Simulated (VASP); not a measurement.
AlW3C4:

```
W Al C
1.0
     2.83236    0.00000    0.00000
     0.00000    2.94741    0.00000
     0.00000    0.00000   10.13795
W Al C
3 1 4
Direct
  0.00000 0.50000 0.50165
  0.00000 0.00000 0.25135
  0.00000 0.50000 0.00188
  0.00000 0.00000 0.73890
  0.50000 0.00000 0.92552
  0.50000 0.50000 0.66169
  0.50000 0.00000 0.41767
  0.50000 0.50000 0.16804
```

The cell comes from a database or a generator and needn't be the stable form of this composition.

| Item | Value |
| --- | --- |
| Program | VASP 6.6.1 |
| Task | single point |
| Functional | PBE |
| Potentials or basis | VASP PAW PBE potentials, release 64 (W_sv, Al, C) |
| Cutoff | 520 eV |
| k mesh | 9 × 9 × 3 |
| Occupations | fermi-dirac, width 0.05 eV |
| Spin | no spin polarisation |

On this cell: pressure -1.1 GPa; largest force 0.113 eV/Å; band gap on the k mesh none (metal or under the smearing width).

The same run follows on a disturbed copy (atoms moved at random, drawn with an rms of 0.05 Å):

```
CELL_PARAMETERS angstrom
2.83236 0.00000 0.00000
0.00000 2.94741 0.00000
0.00000 0.00000 10.13795
ATOMIC_POSITIONS crystal
W 0.01177 0.49572 0.50405
W 0.00984 0.99850 0.25282
W 0.00053 0.49407 0.00266
Al 0.00091 0.99373 0.73774
C 0.50214 0.00671 0.93199
C 0.49776 0.50287 0.66233
C 0.49408 0.99884 0.41715
C 0.50361 0.48410 0.16185
```

Question: What changes?

Answer: The energy (extrapolated to zero smearing) moves by +15.4 meV/atom; pressure 0.5 GPa; largest force 1.540 eV/Å; band gap on the k mesh none (metal or under the smearing width).

Forces on the atoms (eV/Å):
```
W   -0.697  0.183 -0.653
W   -0.394 -0.432 -0.598
W    0.148  0.401 -0.153
Al  -0.036  0.086  0.168
C   -0.019 -0.582 -0.639
C    0.301 -0.051  0.196
C    0.639 -0.139  0.234
C    0.057  0.536  1.443
```

Stress tensor (GPa, compression positive):
```
 0.23  0.00  0.36
 0.00 -0.45  0.27
 0.36  0.27  1.82
```
